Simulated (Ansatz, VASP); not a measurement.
**ZrSeS: VASP beside Ansatz**

Wanted: the spread between two codes on one cell, functional and k mesh. The structure shown is the start of the Ansatz relaxation below; VASP solves that cell, so the two are compared at the walk's first step.

Method: plane waves, with VASP 6.6.1 beside it; PBEsol, in Ansatz 0.2.0.

### Step 1. Starting point

The cell holds 3 atoms: 1 Zr, 1 S and 1 Se. Cell: a = 3.722 Å, b = 3.722 Å, c = 30.000 Å, α = 90.0°, β = 90.0°, γ = 120.0°. Vacuum lies along c.

### Step 2. Ansatz: relaxation, PBEsol

Ansatz runs on its PAW soft_1 files.

The two programs are compared at the cell with which this relaxation starts, whose forces are those of its first step.

Input file input.yaml:

```yaml
crystal:
  lattice:
    - [3.7221874925, 0.0, 0.0]
    - [-1.8610937463, 3.2235089262, 0.0]
    - [0.0, 0.0, 30.0]
  atoms:
    - { symbol: Zr, position: [0.0, 0.0, 0.3349282258] }
    - { symbol: S, position: [0.3333333333, 0.6666666667, 0.3812583963] }
    - { symbol: Se, position: [0.6666666667, 0.3333333333, 0.2804800446] }
  periodic: [true, true, false]
kpoints:
  mp_grid: { grid: [12, 12, 1] }
hamiltonian:
  xc: pbesol
  pseudopotentials: { kind: paw, azcp: { folder: soft_1 }, xc_functional: pbe }
scf:
  occupations: { method: gaussian, width: 0.02 }
output:
  forces: true
  stress: true
  eigenvalues: true
relax:
  adjacent_minimum: "off"
  f_tol: 0.001
  max_steps: 60
```

Launch:

```console
$ ansatz run input.yaml --threads 4 --pin off --max-ram 16384MiB --backend cpu --events-out ev --progress --plain --runs-dir out
```

Numbers of over 12 decimals in the logs are rounded to 6 here.

Output:

```text
Warning: output.stress: scf.convergence.dr2_threshold = 1e-9 eV (the default of a walk held to its f_tol) is looser than the 3e-10 eV advised for a printed stress (1e-10 eV for each atom of the cell: 3). What an SCF threshold leaves in a stress goes as its square root, and in the free energy as the threshold itself, and one threshold admits the most on a small cell: [figures from the program's tests cut] Every solve  [...]
Engine: ansatz 0.2.0, aarch64-unknown-linux-gnu
Pseudopotentials: kind: paw
Pseudopotential: Zr, paw, valence charge 12, recommended cutoff 420 eV (normal), soft_1/Zr.paw.azcp
Pseudopotential: S, paw, valence charge 6, recommended cutoff 420 eV (normal), soft_1/S.paw.azcp
Pseudopotential: Se, paw, valence charge 16, recommended cutoff 420 eV (normal), soft_1/Se.paw.azcp
Functional definition: PBEsol
  exchange = pbesol_x
  correlation = pbesol_c
Crystal: 3 atoms, lattice volume = 359.955 Å³
Basis set: ecut = 420 eV, 7085 PW (Γ), exchange–correlation on 50×50×432 points (8 copies of the dense FFT grid, shifted against one another)
Bands: 21, of which v1, the nominal top of the filled ones, is band 17 counted from 1 (16 counted from 0)
Symmetry: 6 space group operations
Space group: P3m1 (ITA 156), of the structure as read, at distance tolerance 7.1e-5 Å
k-points: 19 of 144 (time reversal used)
Non-local potential: Zr, projectors of the file, l = 0: 3, l = 1: 2, l = 2: 2, l = 3: 1
Non-local potential: S, projectors of the file, l = 0: 2, l = 1: 2, l = 2: 1
Non-local potential: Se, projectors of the file, l = 0: 2, l = 1: 2, l = 2: 3, l = 3: 1
PAW form: soft (Blöchl's): semilocal exchange-correlation on the pseudo side does not see the compensation charge
PAW frozen core: Zr, regenerated for the run's functional, and the local potential with it (the file was generated under x = pbe(κ = 0.804, μ = 0.219515), c = pbe(β = 0.066725))
PAW frozen core: S, regenerated for the run's functional, and the local potential with it (the file was generated under x = pbe(κ = 0.804, μ = 0.219515), c = pbe(β = 0.066725))
PAW frozen core: Se, regenerated for the run's functional, and the local potential with it (the file was generated under x = pbe(κ = 0.804, μ = 0.219515), c = pbe(β = 0.066725))
PAW one-centre angular grid: Zr, 590 points (default); XC on 64 Gauss nodes
PAW one-centre angular grid: S, 110 points (default); XC on 64 Gauss nodes
PAW one-centre angular grid: Se, 590 points (default); XC on 64 Gauss nodes
Initial density: superposition of atomic densities (neutral atoms: chi_scale 0, normalization atom)
Initial wavefunctions: pseudopotential atomic-orbital guess
Functional: x = pbesol(κ = 0.804, μ = 0.123457), c = pbesol(β = 0.046)
SCF iter   1: F=—  HF=-10442.754927 eV  |F-HF|=—  |Δ(HF+E_count)|=         —  Δρ=1.93e-2  dr2=2.13e0  ethr=3.10e-3  ⟨swp⟩=16.0  Hψ=3344  notcnv=0
preconditioner: auto → none  [insulator: Δε(μ)=1.320 eV  Ē_g=8.195 eV  σ=0.020 eV  W_gap=1.00  n_scr=16 (ndim 8)  ℏωp=7.8 eV  f_vac=0.765  D(μ)=0.00/eV (n_scr^D=0)  ε∞_Penn≈1.9]
SCF iter   2: F=—  HF=-10442.200430 eV  |F-HF|=—  |Δ(HF+E_count)|=   5.54e-1  Δρ=9.93e-3  dr2=5.75e-1  ethr=3.10e-3  ⟨swp⟩=4.4  Hψ=1126  notcnv=0
SCF iter   3: F=—  HF=-10442.149095 eV  |F-HF|=—  |Δ(HF+E_count)|=   5.13e-2  Δρ=5.89e-3  dr2=3.20e-1  ethr=1.69e-3  ⟨swp⟩=4.3  Hψ=902  notcnv=0
SCF iter   4: F=—  HF=-10442.097547 eV  |F-HF|=—  |Δ(HF+E_count)|=   5.15e-2  Δρ=2.83e-3  dr2=3.45e-2  ethr=9.41e-4  ⟨swp⟩=2.7  Hψ=673  notcnv=0
SCF iter   5: F=—  HF=-10442.095260 eV  |F-HF|=—  |Δ(HF+E_count)|=   2.29e-3  Δρ=1.01e-3  dr2=2.51e-2  ethr=1.01e-4  ⟨swp⟩=4.2  Hψ=833  notcnv=0
SCF iter   6: F=—  HF=-10442.092883 eV  |F-HF|=—  |Δ(HF+E_count)|=   2.38e-3  Δρ=2.80e-4  dr2=2.34e-4  ethr=7.37e-5  ⟨swp⟩=2.8  Hψ=621  notcnv=0
SCF iter   7: F=—  HF=-10442.092822 eV  |F-HF|=—  |Δ(HF+E_count)|=   6.07e-5  Δρ=1.59e-4  dr2=4.35e-5  ethr=6.90e-7  ⟨swp⟩=3.9  Hψ=949  notcnv=0
[...]
Initial density: handed on by an earlier stage of this run
Initial wavefunctions: those handed on with the density
iter 1 solved again at ethr=4.26e-5 eV; its pass at ethr=3.10e-3 eV (dr2=1.45e-2 eV) is discarded
SCF iter   1: F=—  HF=-10442.089950 eV  |F-HF|=—  |Δ(HF+E_count)|=         —  Δρ=1.12e-3  dr2=1.56e-2  ethr=4.26e-5  ⟨swp⟩=3.2  Hψ=1637  notcnv=0
preconditioner: auto → none  [insulator: Δε(μ)=0.766 eV  Ē_g=7.625 eV  σ=0.020 eV  W_gap=1.00  n_scr=16 (ndim 8)  ℏωp=7.8 eV  f_vac=0.778  D(μ)=0.00/eV (n_scr^D=0)  ε∞_Penn≈2.1]
SCF iter   2: F=—  HF=-10442.092381 eV  |F-HF|=—  |Δ(HF+E_count)|=   2.43e-3  Δρ=1.39e-3  dr2=3.28e-2  ethr=4.26e-5  ⟨swp⟩=4.7  Hψ=1019  notcnv=0
SCF iter   3: F=—  HF=-10442.087154 eV  |F-HF|=—  |Δ(HF+E_count)|=   5.23e-3  Δρ=4.37e-4  dr2=1.88e-3  ethr=4.26e-5  ⟨swp⟩=3.8  Hψ=690  notcnv=0
SCF iter   4: F=—  HF=-10442.086880 eV  |F-HF|=—  |Δ(HF+E_count)|=   2.74e-4  Δρ=2.94e-4  dr2=8.74e-4  ethr=5.52e-6  ⟨swp⟩=3.1  Hψ=738  notcnv=0
SCF iter   5: F=—  HF=-10442.086792 eV  |F-HF|=—  |Δ(HF+E_count)|=   8.78e-5  Δρ=1.07e-4  dr2=3.44e-5  ethr=2.57e-6  ⟨swp⟩=2.7  Hψ=556  notcnv=0
SCF iter   6: F=—  HF=-10442.086790 eV  |F-HF|=—  |Δ(HF+E_count)|=   1.98e-6  Δρ=4.10e-5  dr2=7.42e-6  ethr=1.01e-7  ⟨swp⟩=3.8  Hψ=910  notcnv=0
SCF iter   7: F=-10442.086790 eV  HF=-10442.086790 eV  |F-HF|=1.16e-7  |Δ(HF+E_count)|=   8.26e-8  Δρ=8.43e-6  dr2=2.28e-7  ethr=6.59e-9  ⟨swp⟩=12.2  Hψ=2549  notcnv=0
SCF 2 converged in 7 iterations: F = -10442.086790 eV  dr2 = 2.28e-7
relax step   2: F+E_penalty+E_count = -10442.08679032 eV  Δ(F+E_penalty+E_count) = +6.109e-3 eV  max|allowed force component| = 3.784e-1 eV/Å  Δτ_max = 0.0485 Å  (7 SCF iters, dr2 threshold 2.24e-6 eV, rejected (line search))
[...]
relax step   3: F+E_penalty+E_count = -10442.09606803 eV  Δ(F+E_penalty+E_count) = -3.169e-3 eV  max|allowed force component| = 1.747e-2 eV/Å  Δτ_max = 0.0175 Å  (8 SCF iters, dr2 threshold 1.00e-7 eV, accepted)
[...]
relax step   4: F+E_penalty+E_count = -10442.09607768 eV  Δ(F+E_penalty+E_count) = -9.651e-6 eV  max|allowed force component| = 5.090e-3 eV/Å  Δτ_max = 0.0006 Å  (5 SCF iters, dr2 threshold 1.91e-8 eV, accepted)
[...]
relax step   5: F+E_penalty+E_count = -10442.09607859 eV  Δ(F+E_penalty+E_count) = -9.037e-7 eV  max|allowed force component| = 2.814e-5 eV/Å  Δτ_max = 0.0002 Å  (5 SCF iters, dr2 threshold 1.62e-9 eV, accepted)
[...]
relax step   6: F+E_penalty+E_count = -10442.09607859 eV  Δ(F+E_penalty+E_count) = +3.583e-10 eV  max|allowed force component| = 4.302e-5 eV/Å  Δτ_max = 0.0000 Å  (2 SCF iters, accepted)
SCF converged after 2 iterations
Free energy (F): -10442.096079 eV
Harris-Foulkes:  -10442.096079 eV  (|F-HF|=3.35e-10)
Internal energy: -10442.096079 eV  (E = F + TS)
E sigma→0 (E₀):  -10442.096079 eV
Fermi energy:    -5.518411 eV
--- Per-component energies (eV) ---
  E_band       = -1004.570338
  E_kinetic    = 531.698957
  E_local      = -56480.607640  (includes V_loc(G=0)·N_el)
  E_nonlocal   = -243.761061
  E_hartree    = 27918.636248
  E_xc         = -326.441881
  E_vxc        = -355.425752  (∫ρ·V_xc dr)
  E_paw        = -5587.911262  (= ΣΔE_a)
  E_vpaw       = -293.746630  (= ΣTr[D̂ρ^β])
  E_aug_tail   = -0.000399  (compensation charges beyond the density's cutoff)
  E_ewald      = 23745.054839
  E_core_change = 1.236122  (= ΣΔE_core)
  E_smearing   = -0.000000  (= −TS)
  E_closure    = 0.000000  (closes the sum)
  Σ components = -10442.096079   (vs F -10442.096079, Δ=0.00e0)
--- Forces (eV/Å), atoms counted from 1 ---
  atom   1  Zr     0.00000000     0.00000000     0.00003857
  atom   2  S     -0.00000000     0.00000000    -0.00000482
  atom   3  Se     0.00000000     0.00000000    -0.00004708
  max |Σ_I F_I| component: 1.33e-5 eV/Å
--- 2D stress c σ (N/m, compression-positive) ---
       -0.838047       0.000000       0.000000
        0.000000      -0.838047       0.000000
        0.000000       0.000000       0.000000
  P = ½ c Tr σ = -0.8380 N/m
--- Band table (eV; the first three rows and the last of 19) ---
  k-point 0: bands = [... 13 lower, -8.7957, -7.0007, -5.8685, -5.8685, -4.6492, -4.6492, -3.7837, -1.0113]
  k-point 1: bands = [... 13 lower, -8.7578, -6.8542, -6.4022, -6.1152, -4.5622, -4.3646, -3.6432, -1.4697]
  k-point 2: bands = [... 13 lower, -8.6662, -7.4521, -6.5590, -6.5126, -4.6399, -3.8737, -3.3692, -1.8941]
  k-point 18: bands = [... 13 lower, -9.2775, -8.0576, -7.8638, -7.7950, -3.9415, -3.3570, -3.0703, -1.2128]
--- Relaxed structure (6 steps of the walk, 5 accepted, 0 SCFs on fresh bases) ---
  F+E_penalty+E_count = -10442.09607859 eV   max|allowed force component| = 4.302e-5 eV/Å
  cell:  # Å, volume = 359.9551 Å³
    - [3.722187, 2.8867440780756573e-11, 0.0]
    - [-1.861094, 3.223509, 0.0]
    - [0.0, 0.0, 30.0]
  atoms:
    - { symbol: Zr, position: [0, 0, 0.334963] }
    - { symbol: S, position: [0.333333, 0.666667, 0.380659] }
    - { symbol: Se, position: [0.666667, 0.333333, 0.281045] }
```

In the SCF lines HF is the Harris–Foulkes energy and dr2 the Hartree energy of the density residual, in eV; the loop may stop once dr2 is under the threshold and the program's other checks hold. Hψ counts applications of the Hamiltonian.

### Step 3. VASP: single point, PBEsol, start cell, pair 1

The same cell, functional, mesh and smearing now go to VASP, with its own data sets.

Lines of VASP's logs that name or quote its potential files are left out, and so is its time.

Input file INCAR:

```
SYSTEM = ZrSeS
PREC = Accurate
ENCUT = 400
EDIFF = 1E-06
NELM = 120
ISMEAR = 0
SIGMA = 0.02
LREAL = .FALSE.
ALGO = Normal
GGA = PS
NBANDS = 18
LASPH = .TRUE.
LORBIT = 11
LWAVE = .FALSE.
LCHARG = .FALSE.
ISIF = 2
LDIPOL = .TRUE.
IDIPOL = 3
DIPOL = 0.5 0.5 0.332
LVHAR = .TRUE.
GGA_COMPAT = .FALSE.
EFERMI = MIDGAP
NELMDL = -8
KPAR = 2
```

Input file POSCAR:

```
ZrSeS
1.0
    3.7221874925      0.0000000000      0.0000000000
   -1.8610937463      3.2235089262      0.0000000000
    0.0000000000      0.0000000000     30.0000000000
Zr S Se
1 1 1
Direct
    0.0000000000      0.0000000000      0.3349282333
    0.3333333333      0.6666666667      0.3812584000
    0.6666666667      0.3333333333      0.2804800333
```

Input file KPOINTS:

```
Automatic mesh
0
Gamma
12 12 1
0 0 0
```

Potentials, in the order of the species: Zr_sv, S and Se (PBE family, release 64).

Launch:

```console
$ mpirun -np 2 vasp_std
```

Output:

```text
[banner, memory and clock lines left out]
running    2 mpi-ranks, on    1 nodes
 distrk:  each k-point on    1 cores,    2 groups
 distr:  one band on    1 cores,    1 groups

 POSCAR found type information on POSCAR ZrS Se
 POSCAR found :  3 types and       3 ions
|                                                                             |
|               ----> ADVICE to this user running VASP <----                  |
|                                                                             |
|     You enforced a specific xc type in the INCAR file but a different       |
|     [... a line on the potential file left out ...]
|     I HOPE YOU KNOW WHAT YOU ARE DOING!                                     |
|                                                                             |

 LDA part: xc-table for (Slater+PW92), standard interpolation
 POSCAR, INCAR and KPOINTS ok, starting setup
 FFT: planning ... GRIDC
 FFT: planning ... GRID_SOFT
 FFT: planning ... GRID
 WAVECAR not read
 entering main loop
       N       E                     dE             d eps       ncg     rms          rms(c)
DAV:   1     0.142601224646E+03    0.14260E+03   -0.91135E+03   892   0.789E+02
DAV:   2    -0.495782058146E+01   -0.14756E+03   -0.14301E+03   942   0.194E+02
DAV:   3    -0.230093702278E+02   -0.18052E+02   -0.18014E+02  1248   0.618E+01
DAV:   4    -0.234765170727E+02   -0.46715E+00   -0.46639E+00  1004   0.929E+00
DAV:   5    -0.234936258606E+02   -0.17109E-01   -0.17100E-01  1086   0.157E+00
DAV:   6    -0.234938774976E+02   -0.25164E-03   -0.25159E-03  1008   0.223E-01
DAV:   7    -0.234938875827E+02   -0.10085E-04   -0.10085E-04  1102   0.343E-02
DAV:   8    -0.234938877336E+02   -0.15093E-06   -0.15082E-06   982   0.537E-03    0.149E+01
DAV:   9    -0.217231246254E+02    0.17708E+01   -0.60167E+00   754   0.135E+01    0.656E+00
DAV:  10    -0.216368401464E+02    0.86284E-01   -0.61772E-01  1018   0.421E+00    0.247E+00
DAV:  11    -0.216339878052E+02    0.28523E-02   -0.77605E-02   904   0.166E+00    0.644E-01
DAV:  12    -0.216321289576E+02    0.18588E-02   -0.92761E-03   912   0.686E-01    0.283E-01
DAV:  13    -0.216315477672E+02    0.58119E-03   -0.13265E-03   968   0.236E-01    0.109E-01
DAV:  14    -0.216313267662E+02    0.22100E-03   -0.19994E-04  1016   0.753E-02    0.436E-02
[...]
DAV:  20    -0.216317993864E+02   -0.36818E-04   -0.11839E-06   796   0.401E-03    0.121E-03
DAV:  21    -0.216318154293E+02   -0.16043E-04   -0.12480E-06   796   0.304E-03    0.155E-03
DAV:  22    -0.216318267672E+02   -0.11338E-04   -0.16933E-07   662   0.151E-03    0.433E-04
DAV:  23    -0.216318406134E+02   -0.13846E-04   -0.47543E-07   670   0.171E-03    0.595E-04
DAV:  24    -0.216318456030E+02   -0.49896E-05   -0.14404E-07   690   0.981E-04    0.234E-04
DAV:  25    -0.216318484758E+02   -0.28728E-05   -0.71803E-08   648   0.659E-04    0.242E-04
DAV:  26    -0.216318494808E+02   -0.10050E-05   -0.12066E-08   616   0.327E-04    0.173E-04
DAV:  27    -0.216318499342E+02   -0.45337E-06   -0.39289E-09   584   0.200E-04
   1 F= -.21631850E+02 E0= -.21631850E+02  d E =-.188451-117
```

From OUTCAR (step 3):

```text
ion  position               nearest neighbor table
   1  0.000  0.000  0.335-   2 2.56   2 2.56   2 2.56   3 2.70   3 2.70   3 2.70
   2  0.333  0.667  0.381-   1 2.56   1 2.56   1 2.56
   3  0.667  0.333  0.280-   1 2.70   1 2.70   1 2.70

  LATTYP: Found a hexagonal cell.
 ALAT       =     3.7221874925
 C/A-ratio  =     8.0597766933

 Subroutine GETGRP returns: Found  6 space group operations
 (whereof  6 operations were pure point group operations)

The static configuration has the point symmetry C_3v.

 Found     19 irreducible k-points:

   k-points           NKPTS =     19   k-points in BZ     NKDIM =     19   number of bands    NBANDS=     18

   dimension x,y,z NGX =    24 NGY =   24 NGZ =  196
   dimension x,y,z NGXF=    48 NGYF=   48 NGZF=  392

   ENCUT  =  400.0 eV  29.40 Ry    5.42 a.u.   6.07  6.07 48.92*2*pi/ulx,y,z

   NELECT =      24.0000    total number of electrons

 k-points in reciprocal lattice and weights: Automatic mesh
   0.00000000  0.00000000  0.00000000       0.007
   0.08333333  0.00000000  0.00000000       0.042
   0.16666667  0.00000000  0.00000000       0.042
   0.25000000  0.00000000  0.00000000       0.042
   0.33333333  0.00000000  0.00000000       0.042
   0.41666667  0.00000000  0.00000000       0.042
   0.50000000  0.00000000  0.00000000       0.021
   0.08333333  0.08333333  0.00000000       0.042
   0.16666667  0.08333333  0.00000000       0.083
[...]
0.33333333  0.25000000  0.00000000       0.083
   0.33333333  0.33333333  0.00000000       0.014

 dipolmoment           0.000000      0.000000     -0.003687 electrons x Angstroem

 average (electrostatic) potential at core
       1 -87.7149       2 -94.6613       3 -60.9094

 E-fermi :  -3.4574

 k-point     1 :       0.0000    0.0000    0.0000
  band No.  band energies     occupation
    ...
      8      -6.6486      2.00000
      9      -6.6486      2.00000
     10      -4.9414      2.00000
     11      -3.7819      2.00000
     12      -3.7819      2.00000
     13      -2.5655      0.00000
     14      -2.5655      0.00000
     15      -1.7672      0.00000
     16       0.9906      0.00000
     17       0.9906      0.00000
    ...

 k-point     2 :       0.0833    0.0000    0.0000
  band No.  band energies     occupation
    ...
      8      -6.8148      2.00000
      9      -6.6122      2.00000
     10      -4.7935      2.00000
     11      -4.3161      2.00000
     12      -4.0254      2.00000
     13      -2.4852      0.00000
     14      -2.2855      0.00000
     15      -1.6238      0.00000
     16       0.5518      0.00000
     17       0.9374      0.00000
    ...

 k-point     3 :       0.1667    0.0000    0.0000
  band No.  band energies     occupation
    ...
      8      -7.1073      2.00000
      9      -6.5255      2.00000
     10      -5.3661      2.00000
     11      -4.5042      2.00000
     12      -4.4181      2.00000
     13      -2.5754      0.00000
     14      -1.8020      0.00000
     15      -1.3430      0.00000
     16       0.1418      0.00000
     17       0.8633      0.00000
    ...

  Total       -0.9293091     -0.9293091     -0.5196373      0.0000000      0.0000000     -0.0000000
  in kB       -4.1363989     -4.1363989     -2.3129301      0.0000000      0.0000000     -0.0000000
  external PRESSURE =      -3.5285760 kB  Pullay stress =       0.0000000 kB

  energy-cutoff  :      400.00
  volume of cell :      359.96
      direct lattice vectors                 reciprocal lattice vectors
     3.722187492  0.000000000  0.000000000     0.268659223  0.155110475  0.000000000
    -1.861093746  3.223508926  0.000000000     0.000000000  0.310220950  0.000000000
     0.000000000  0.000000000 30.000000000     0.000000000  0.000000000  0.033333333

 POSITION                                       TOTAL-FORCE (eV/Angst)
 -----------------------------------------------------------------------------------
      0.00000      0.00000     10.04785        -0.000000      0.000000      0.022339
     -0.00000      2.14901     11.43775         0.000000      0.000000     -0.169401
      1.86109      1.07450      8.41440        -0.000000     -0.000000      0.147062
 -----------------------------------------------------------------------------------
    total drift:                               -0.000000     -0.000000     -0.000237

  FREE ENERGIE OF THE ION-ELECTRON SYSTEM (eV)
  ---------------------------------------------------
  free  energy   TOTEN  =       -21.6318499342 eV

  energy  without entropy=      -21.6318499342  energy(sigma->0) =      -21.63184993

 vacuum level on the upper side and lower side of the slab         2.043         2.099

 total charge
# of ion       s       p       d       tot
------------------------------------------
    1        2.173   6.012   1.459   9.645
    2        1.337   2.396   0.000   3.733
    3        1.465   2.384   0.027   3.876
--------------------------------------------------
tot          4.975  10.792   1.486  17.254

[... 3 further parts left out ...]
```

The run ends at a pressure of -0.35 GPa, with forces up to 0.17 eV/Å.

### Step 4. Differences

Known differences besides the potentials themselves: Ansatz cuts the interaction across the vacuum, VASP repeats the sheet with a dipole correction (LDIPOL); the data sets hold 34 valence electrons in Ansatz (on its PAW soft_1 files) and 24 in VASP; the cutoff is 420 eV in Ansatz and 400 eV in VASP; Ansatz makes its cores anew for this functional, VASP keeps those of its PBE data sets. Total energies have different zeros and are not compared.

Forces (eV/Å; atoms numbered as in POSCAR):

```tsv
atom	Ansatz x, y, z	VASP x, y, z
Zr1	0.000, 0.000, 0.017	0.000, 0.000, 0.022
S2	0.000, 0.000, -0.189	0.000, 0.000, -0.169
Se3	0.000, 0.000, 0.172	0.000, 0.000, 0.147
```

The forces differ by 11 meV/Å r.m.s., which is 14.4 % of the r.m.s. force of 0.075 eV/Å (both taken over all components). Where the cell holds vacuum, a pressure given here is an average over it and none of the material.

(Part 1 of 2 ends here.)

[Lines on the potential files, build, host, timing and source positions are cut from VASP's logs without a mark.]

[Logs are printed without paths, hosts, clocks, repeated set-up lines and the standing remarks that a program may print on its own settings, such as how far it seeks lower states.]

[Hosts, paths, dates, database ids (printed as entryN), source tags and the programs' standing remarks are cut or masked in the printed files.]
